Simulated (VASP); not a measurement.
Given:

```
Ta
1.0
   -1.65000     1.65000     1.65000
    1.65000    -1.65000     1.65000
    1.65000     1.65000    -1.65000
Ta
1
Direct
  0.00000   0.00000   0.00000
```

Level of theory: PBE GGA, VASP's PBE PAW potentials (set 64) (plane waves; VASP 6.6.1). Settings: 800 eV cut-off, 14×14×14 Γ-centred mesh, first-order Methfessel-Paxton smearing of 0.10 eV, potentials Ta_pv.

Give the stress tensor in GPa (positive for a compressed cell).

```
3.77  0.00  0.00
0.00  3.77  0.00
0.00  0.00  3.77
```
The pressure is its mean diagonal, 3.77 GPa.

The compound is Ta in the bcc structure. The cell was not relaxed at this level. The run is one of a series of settings (ENCUT = 800 against the base run), some of them coarse on purpose.
